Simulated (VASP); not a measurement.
Computed with PBEsol GGA, VASP's PBE PAW potentials (set 64) (plane waves; VASP).

VASP input:

INCAR:
```
# general
SYSTEM   =  SnTe
PREC     =  Accurate
ENCUT    =  500
LREAL    =  .False.
LASPH    =  .True.   # aspherical one-centre terms

# electronic loop
EDIFF    =  1E-6
NELM     =  100   # most electronic steps
ALGO     =  Normal
LMAXMIX  =  4

# smearing
ISMEAR   =  1   # Methfessel-Paxton
SIGMA    =  0.1   # width (eV)

# functional
GGA      =  PS   # PBEsol

# ions
IBRION   =  2   # conjugate gradients
NSW      =  40
ISIF     =  3
EDIFFG   =  -0.02   # ionic stop
PSTRESS  =  200

# output
LWAVE    =  .False.
LCHARG   =  .False.
```

**KPOINTS**
```
K-points
0
gamma
 11 11 11
```

POSCAR:
```
SnTe
1
    0.0000000000     2.8969463293     2.8969463293
    2.8969463293     0.0000000000     2.8969463293
    2.8969463293     2.8969463293     0.0000000000
Sn Te
1 1
Direct
  0.0000000000   0.0000000000   1.0000000000
  0.5000000000   0.5000000000   0.5000000000
```

POTCAR, in this order: Sn_d Te (PBE.64 set). Program: vasp_std.

Problem. What will the output report for the number of irreducible k-points (NKPTS), largest plane-wave count, number of space-group operations, FFT grid (NGX, NGY, NGZ)?

Solution. 
```
Property                                       Value
--------------------------------------  ------------
number of irreducible k-points (NKPTS)            56
largest plane-wave count                        1252
number of space-group operations                  48
FFT grid (NGX, NGY, NGZ)                30 × 30 × 30
```

The compound is SnTe in the rock salt structure, which distorts at low temperature. This run relaxes it under an external pressure of 20 GPa. Symmetry was kept, so distortions that lower it aren't found.
